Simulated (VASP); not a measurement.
Method: PBEsol GGA, VASP's PBE PAW potentials (set 64) (plane waves; VASP).

VASP ran on this input.

KPOINTS:
```
Automatic mesh
0
Gamma
13 13 13
0 0 0
```

INCAR:
```
ALGO = Normal
EDIFF = 1E-7
ENCUT = 400
GGA = PS
ISIF = 2
ISMEAR = -5
LASPH = .TRUE.
LCHARG = .TRUE.
LORBIT = 11
LREAL = .FALSE.
LWAVE = .FALSE.
NEDOS = 601
NELM = 100
PREC = Accurate
SYSTEM = Ca
```

File POSCAR:
```
Ca
1
    0.0000000000     2.7285296194     2.7285296194
    2.7285296194     0.0000000000     2.7285296194
    2.7285296194     2.7285296194     0.0000000000
Ca
1
Direct
  0.0000000000   0.0000000000   0.0000000000
```

POTCAR, in this order: Ca_sv (PBE.64 set). Program: vasp_std.

What VASP printed:

**OSZICAR**
```
       N       E                     dE             d eps       ncg     rms          rms(c)
DAV:   1     0.529354747237E+02    0.52935E+02   -0.45076E+03  1512   0.832E+02
DAV:   2    -0.112738585659E+01   -0.54063E+02   -0.53825E+02  1576   0.209E+02
DAV:   3    -0.211771413466E+01   -0.99033E+00   -0.98380E+00  2333   0.299E+01
DAV:   4    -0.214412355172E+01   -0.26409E-01   -0.26361E-01  2244   0.387E+00
DAV:   5    -0.214470911729E+01   -0.58557E-03   -0.58094E-03  2486   0.329E-01    0.226E+00
DAV:   6    -0.213720934955E+01    0.74998E-02   -0.81708E-03  1945   0.122E+00    0.136E+00
DAV:   7    -0.213355725996E+01    0.36521E-02   -0.14067E-02  1826   0.169E+00    0.934E-02
DAV:   8    -0.213332289977E+01    0.23436E-03   -0.12358E-03  1799   0.345E-01    0.179E-02
DAV:   9    -0.213332430114E+01   -0.14014E-05   -0.87101E-05  2350   0.817E-02    0.475E-03
DAV:  10    -0.213332725246E+01   -0.29513E-05   -0.45930E-06  2129   0.234E-02    0.111E-03
DAV:  11    -0.213332641488E+01    0.83757E-06   -0.25339E-07  2108   0.606E-03    0.663E-04
DAV:  12    -0.213332676478E+01   -0.34990E-06   -0.19378E-08  1112   0.114E-03    0.109E-04
DAV:  13    -0.213332684063E+01   -0.75848E-07   -0.78045E-09  1005   0.637E-04
   1 F= -.21333268E+01 E0= -.21333268E+01  d E =0.000000E+00
```

File OUTCAR:
```
------------------------ aborting loop because EDIFF is reached ----------------------------------------
  FORCE on cell =-STRESS in cart. coord.  units (eV):
  Direction    XX          YY          ZZ          XY          YZ          ZX
  --------------------------------------------------------------------------------------
  Total       -0.0314632     -0.0314632     -0.0314632      0.0000000      0.0000000      0.0000000
  in kB       -1.2407878     -1.2407878     -1.2407878      0.0000000      0.0000000      0.0000000
  external PRESSURE =      -1.2407878 kB  Pullay stress =       0.0000000 kB
  volume of cell :       40.63
      direct lattice vectors                 reciprocal lattice vectors
     0.000000000  2.728529619  2.728529619    -0.183248881  0.183248881  0.183248881
     2.728529619  0.000000000  2.728529619     0.183248881 -0.183248881  0.183248881
     2.728529619  2.728529619  0.000000000     0.183248881  0.183248881 -0.183248881
 POSITION                                       TOTAL-FORCE (eV/Angst)
 -----------------------------------------------------------------------------------
      0.00000      0.00000      0.00000         0.000000      0.000000      0.000000
 -----------------------------------------------------------------------------------
    total drift:                               -0.000000     -0.000000     -0.000000
  FREE ENERGIE OF THE ION-ELECTRON SYSTEM (eV)
  ---------------------------------------------------
  free  energy   TOTEN  =        -2.1333268406 eV

  energy  without entropy=       -2.1333268406  energy(sigma->0) =       -2.13332684

 total charge

# of ion       s       p       d       tot
------------------------------------------
    1        2.087   5.829   0.170   8.087
```
(Selected blocks of OUTCAR.)

**OUTCAR**
```
 val. band max:        2.0889980988   @ k =  -0.3077   0.3846   0.1538

 cond. band min:       2.0071054025   @ k =  -0.3846   0.2308   0.0769


 Fermi energy:         2.0446065159

 k-point     1 :       0.0000    0.0000    0.0000
  band No.  band energies     occupation
      1     -39.7063      2.00000
      2     -20.6933      2.00000
      3     -20.6933      2.00000
      4     -20.6933      2.00000
      5      -2.0592      2.00000
      6       4.4210      0.00000
      7       4.4210      0.00000
      8       4.4210      0.00000
      9       5.5495      0.00000

 k-point     2 :       0.0769    0.0000    0.0000
  band No.  band energies     occupation
      1     -39.7054      2.00000
      2     -20.7028      2.00000
      3     -20.6946      2.00000
      4     -20.6946      2.00000
      5      -1.9544      2.00000
      6       4.3065      0.00000
      7       4.4617      0.00000
      8       4.4617      0.00000
      9       5.5136      0.00000

 k-point     3 :       0.1538    0.0000    0.0000
  band No.  band energies     occupation
      1     -39.7028      2.00000
      2     -20.7289      2.00000
      3     -20.6982      2.00000
      4     -20.6982      2.00000
      5      -1.6465      2.00000
      6       4.0029      0.00000
      7       4.5487      0.00000
      8       4.5487      0.00000
      9       5.4563      0.00000

 k-point     4 :       0.2308    0.0000    0.0000
  band No.  band energies     occupation
      1     -39.6990      2.00000
      2     -20.7654      2.00000
      3     -20.7031      2.00000
      4     -20.7031      2.00000
      5      -1.1555      2.00000
      6       3.5868      0.00000
      7       4.5754      0.00000
      8       4.5754      0.00000
      9       5.5142      0.00000

 k-point     5 :       0.3077    0.0000    0.0000
  band No.  band energies     occupation
      1     -39.6951      2.00000
      2     -20.8038      2.00000
      3     -20.7084      2.00000
...
```

For a metal the tetrahedron method with Blöchl corrections gives inexact stress and forces.

The compound is Ca in the fcc structure. It was relaxed first, which changed the volume by -6 %.
